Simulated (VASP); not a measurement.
Calculation: r2SCAN meta-GGA, VASP's PBE PAW potentials (set 64) (plane waves; VASP).

Input for VASP

File KPOINTS:
```
Automatic mesh
0
G
9 9 9
```

### INCAR
```
NSW = 60   ! most ionic steps
SIGMA = 0.1
ENCUT = 400   ! plane-wave cut-off (eV)
ALGO = Normal   ! blocked Davidson
METAGGA = R2SCAN
EDIFF = 1E-6
ISMEAR = 1   ! Methfessel-Paxton
ISIF = 3   ! ions, shape and volume
PREC = Accurate
LWAVE = .FALSE.
NELM = 100
LCHARG = .FALSE.
LMAXMIX = 4
LMIXTAU = .TRUE.
LREAL = .FALSE.   ! projection in real space or not
SYSTEM = RuTe
LASPH = .TRUE.
EDIFFG = -0.01
IBRION = 2   ! conjugate gradients
```

**POSCAR**
```
RuTe
1
    0.0000000000     3.2793500000     3.2793500000
    3.2793500000     0.0000000000     3.2793500000
    3.2793500000     3.2793500000     0.0000000000
Ru Te
1 1
Direct
  0.0000000000   0.0000000000   0.0000000000
  0.2500000000   0.2500000000   0.2500000000
```

POTCAR, in this order: Ru_pv Te (PBE.64 set). Program: vasp_std.

The resulting files:

OSZICAR:
```
...
DAV:  13    -0.489056723173E+02   -0.27561E-02   -0.22372E-03  1058   0.367E-01    0.588E-02
DAV:  14    -0.489051226949E+02    0.54962E-03   -0.38966E-04  1112   0.190E-01    0.279E-02
DAV:  15    -0.489055560417E+02   -0.43335E-03   -0.86294E-05   980   0.767E-02    0.106E-02
DAV:  16    -0.489057321305E+02   -0.17609E-03   -0.98187E-05  1040   0.817E-02    0.691E-03
DAV:  17    -0.489057335421E+02   -0.14116E-05   -0.69523E-06  1070   0.250E-02    0.234E-03
DAV:  18    -0.489057363060E+02   -0.27639E-05   -0.16158E-06   872   0.143E-02    0.172E-03
DAV:  19    -0.489057367252E+02   -0.41923E-06   -0.14848E-06   892   0.104E-02
   1 F= -.48905737E+02 E0= -.48905250E+02  d E =-.489057E+02
       N       E                     dE             d eps       ncg     rms          rms(c)
DAV:   1    -0.131481135206E+03   -0.82575E+02   -0.15269E+03   980   0.407E+02    0.110E+02
DAV:   2    -0.528524006893E+02    0.78629E+02   -0.30233E+02   980   0.192E+02    0.335E+01
DAV:   3    -0.508747223070E+02    0.19777E+01   -0.11895E+01  1178   0.358E+01    0.151E+01
DAV:   4    -0.495379340328E+02    0.13368E+01   -0.82724E+00  1118   0.301E+01    0.157E+01
DAV:   5    -0.495429928179E+02   -0.50588E-02   -0.12147E+00  1064   0.118E+01    0.106E+01
DAV:   6    -0.495932200360E+02   -0.50227E-01   -0.68456E-02  1274   0.210E+00    0.646E+00
DAV:   7    -0.495321059304E+02    0.61114E-01   -0.13767E-01  1076   0.439E+00    0.691E-01
DAV:   8    -0.495912967464E+02   -0.59191E-01   -0.63233E-02  1082   0.260E+00    0.268E-01
DAV:   9    -0.495977230935E+02   -0.64263E-02   -0.28904E-03  1286   0.477E-01    0.226E-01
DAV:  10    -0.495980532378E+02   -0.33014E-03   -0.52195E-04  1208   0.218E-01    0.105E-01
DAV:  11    -0.495981156414E+02   -0.62404E-04   -0.66014E-05  1284   0.914E-02    0.288E-02
DAV:  12    -0.495981119999E+02    0.36414E-05   -0.23547E-05  1064   0.579E-02    0.231E-02
DAV:  13    -0.495981220313E+02   -0.10031E-04   -0.92124E-06  1010   0.376E-02    0.299E-03
DAV:  14    -0.495981224240E+02   -0.39271E-06   -0.66150E-07   772   0.871E-03
   2 F= -.49598122E+02 E0= -.49597796E+02  d E =-.692386E+00
       N       E                     dE             d eps       ncg     rms          rms(c)
DAV:   1    -0.649260345527E+02   -0.15328E+02   -0.23671E+02   980   0.201E+02    0.389E+01
DAV:   2    -0.538141370253E+02    0.11112E+02   -0.13116E+02   980   0.111E+02    0.173E+01
DAV:   3    -0.503470054869E+02    0.34671E+01   -0.11632E+01   980   0.307E+01    0.128E+01
DAV:   4    -0.503513107234E+02   -0.43052E-02   -0.36614E-01  1142   0.485E+00    0.972E+00
DAV:   5    -0.501388508705E+02    0.21246E+00   -0.30115E-01  1016   0.416E+00    0.262E+00
DAV:   6    -0.502915550024E+02   -0.15270E+00   -0.12780E-01  1010   0.277E+00    0.174E+00
DAV:   7    -0.502746933147E+02    0.16862E-01   -0.14290E-02  1244   0.101E+00    0.200E+00
DAV:   8    -0.502914314818E+02   -0.16738E-01   -0.83077E-03  1186   0.863E-01    0.522E-01
DAV:   9    -0.502964107612E+02   -0.49793E-02   -0.40453E-03  1034   0.622E-01    0.167E-01
DAV:  10    -0.502964428642E+02   -0.32103E-04   -0.17639E-04  1444   0.101E-01    0.146E-01
DAV:  11    -0.502964228612E+02    0.20003E-04   -0.58590E-05  1058   0.731E-02    0.175E-01
DAV:  12    -0.502965307942E+02   -0.10793E-03   -0.75521E-05   980   0.106E-01    0.101E-01
DAV:  13    -0.502965327125E+02   -0.19183E-05   -0.46906E-06  1418   0.175E-02    0.910E-02
DAV:  14    -0.502965299270E+02    0.27855E-05   -0.44768E-06   992   0.172E-02    0.497E-02
DAV:  15    -0.502965282426E+02    0.16845E-05   -0.23775E-06   972   0.140E-02    0.304E-02
DAV:  16    -0.502965284110E+02   -0.16841E-06   -0.46004E-07   496   0.749E-03
   3 F= -.50296528E+02 E0= -.50296301E+02  d E =-.139079E+01
       N       E                     dE             d eps       ncg     rms          rms(c)
DAV:   1    -0.503191982487E+02   -0.22670E-01   -0.35096E-01   980   0.722E+00    0.113E+00
DAV:   2    -0.503029339067E+02    0.16264E-01   -0.15816E-01   980   0.409E+00    0.506E-01
DAV:   3    -0.502981905746E+02    0.47433E-02   -0.15564E-02   980   0.127E+00    0.129E-01
DAV:   4    -0.502979358848E+02    0.25469E-03   -0.15668E-03  1028   0.270E-01    0.566E-02
DAV:   5    -0.502980341644E+02   -0.98280E-04   -0.20601E-04   980   0.137E-01    0.551E-02
DAV:   6    -0.502980155477E+02    0.18617E-04   -0.12719E-04  1082   0.937E-02    0.303E-02
DAV:   7    -0.502980739357E+02   -0.58388E-04   -0.64121E-05  1010   0.700E-02    0.993E-03
DAV:   8    -0.502980861598E+02   -0.12224E-04   -0.10849E-05  1058   0.273E-02    0.577E-03
DAV:   9    -0.502980874627E+02   -0.13030E-05   -0.89751E-07   952   0.883E-03    0.330E-03
DAV:  10    -0.502980871367E+02    0.32601E-06   -0.27184E-07   496   0.592E-03
   4 F= -.50298087E+02 E0= -.50297854E+02  d E =-.139235E+01
       N       E                     dE             d eps       ncg     rms          rms(c)
DAV:   1    -0.503168992738E+02   -0.18812E-01   -0.31836E-01   980   0.689E+00    0.108E+00
DAV:   2    -0.503020985845E+02    0.14801E-01   -0.14222E-01   980   0.389E+00    0.481E-01
DAV:   3    -0.502979125487E+02    0.41860E-02   -0.13777E-02   980   0.119E+00    0.121E-01
DAV:   4    -0.502976846484E+02    0.22790E-03   -0.14013E-03  1028   0.255E-01    0.547E-02
DAV:   5    -0.502977738228E+02   -0.89174E-04   -0.18091E-04   980   0.128E-01    0.534E-02
DAV:   6    -0.502977549677E+02    0.18855E-04   -0.11064E-04  1082   0.878E-02    0.294E-02
DAV:   7    -0.502978065977E+02   -0.51630E-04   -0.59308E-05  1004   0.677E-02    0.968E-03
DAV:   8    -0.502978187523E+02   -0.12155E-04   -0.10340E-05  1058   0.267E-02    0.552E-03
DAV:   9    -0.502978198690E+02   -0.11168E-05   -0.78001E-07   892   0.824E-03    0.324E-03
DAV:  10    -0.502978195702E+02    0.29883E-06   -0.25462E-07   520   0.570E-03
   5 F= -.50297820E+02 E0= -.50297581E+02  d E =-.139208E+01
       N       E                     dE             d eps       ncg     rms          rms(c)
DAV:   1    -0.503397075506E+02   -0.41888E-01   -0.68996E-01   980   0.102E+01    0.156E+00
DAV:   2    -0.503084728062E+02    0.31235E-01   -0.32873E-01   980   0.592E+00    0.734E-01
DAV:   3    -0.502978853550E+02    0.10587E-01   -0.33275E-02   980   0.184E+00    0.182E-01
DAV:   4    -0.502973714223E+02    0.51393E-03   -0.34218E-03  1010   0.367E-01    0.774E-02
DAV:   5    -0.502974987398E+02   -0.12732E-03   -0.62382E-04   980   0.247E-01    0.737E-02
DAV:   6    -0.502975748475E+02   -0.76108E-04   -0.18737E-04  1076   0.118E-01    0.495E-02
DAV:   7    -0.502974893838E+02    0.85464E-04   -0.14942E-04  1004   0.109E-01    0.192E-02
DAV:   8    -0.502976156808E+02   -0.12630E-03   -0.63446E-05  1028   0.660E-02    0.818E-03
DAV:   9    -0.502976178878E+02   -0.22070E-05   -0.26749E-06  1298   0.144E-02    0.498E-03
DAV:  10    -0.502976199472E+02   -0.20594E-05   -0.22809E-06   950   0.157E-02    0.232E-03
DAV:  11    -0.502976195573E+02    0.38983E-06   -0.25732E-07   502   0.579E-03
   6 F= -.50297620E+02 E0= -.50297389E+02  d E =0.200013E-03
       N       E                     dE             d eps       ncg     rms          rms(c)
DAV:   1    -0.503109808400E+02   -0.13361E-01   -0.21281E-01   980   0.563E+00    0.877E-01
DAV:   2    -0.503011344428E+02    0.98464E-02   -0.96097E-02   980   0.319E+00    0.396E-01
DAV:   3    -0.502982502236E+02    0.28842E-02   -0.94291E-03   980   0.986E-01    0.993E-02
DAV:   4    -0.502980966095E+02    0.15361E-03   -0.95069E-04  1028   0.209E-01    0.441E-02
DAV:   5    -0.502981583410E+02   -0.61731E-04   -0.12491E-04   980   0.107E-01    0.432E-02
DAV:   6    -0.502981503883E+02    0.79526E-05   -0.69333E-05  1076   0.695E-02    0.247E-02
DAV:   7    -0.502981807189E+02   -0.30331E-04   -0.38290E-05  1004   0.544E-02    0.821E-03
DAV:   8    -0.502981897520E+02   -0.90331E-05   -0.75469E-06  1064   0.227E-02    0.447E-03
DAV:   9    -0.502981904740E+02   -0.72202E-06   -0.53158E-07   778   0.678E-03
   7 F= -.50298190E+02 E0= -.50297955E+02  d E =-.370904E-03
```

OUTCAR:
```
------------------------ aborting loop because EDIFF is reached ----------------------------------------
  FORCE on cell =-STRESS in cart. coord.  units (eV):
  Direction    XX          YY          ZZ          XY          YZ          ZX
  --------------------------------------------------------------------------------------
  Total        0.0050409      0.0050409      0.0050409      0.0000000     -0.0000000     -0.0000000
  in kB        0.1615418      0.1615418      0.1615418      0.0000000     -0.0000000     -0.0000000
  external PRESSURE =       0.1615418 kB  Pullay stress =       0.0000000 kB
  volume of cell :       50.00
      direct lattice vectors                 reciprocal lattice vectors
     0.000000000  2.923927283  2.923927283    -0.171002885  0.171002885  0.171002885
     2.923927283 -0.000000000  2.923927283     0.171002885 -0.171002885  0.171002885
     2.923927283  2.923927283 -0.000000000     0.171002885  0.171002885 -0.171002885
 POSITION                                       TOTAL-FORCE (eV/Angst)
 -----------------------------------------------------------------------------------
      0.00000      0.00000      0.00000         0.000000      0.000000      0.000000
      1.46196      1.46196      1.46196        -0.000000     -0.000000     -0.000000
 -----------------------------------------------------------------------------------
    total drift:                                0.000000      0.000000      0.000001
  FREE ENERGIE OF THE ION-ELECTRON SYSTEM (eV)
  ---------------------------------------------------
  free  energy   TOTEN  =       -50.2981904740 eV

  energy  without entropy=      -50.2974849412  energy(sigma->0) =      -50.29795530

 reached required accuracy - stopping structural energy minimisation
```
(Selected blocks of OUTCAR.)

CONTCAR:
```
RuTe
   1.00000000000000
     0.0000000000000000    2.9239272832687799    2.9239272832687799
     2.9239272832687799   -0.0000000000000000    2.9239272832687799
     2.9239272832687799    2.9239272832687799   -0.0000000000000000
  Ru              Te
     1     1
Direct
     0.0000000000000000    0.0000000000000000    0.0000000000000000
     0.2500000000000000    0.2500000000000000    0.2500000000000000
```

Energy and stress use the plane-wave basis of the starting cell.

The structure was generated: RuTe was put into the zinc blende type (F-43m), which need not be its known phase. This run relaxes it. Symmetry was kept, so distortions that lower it aren't found.
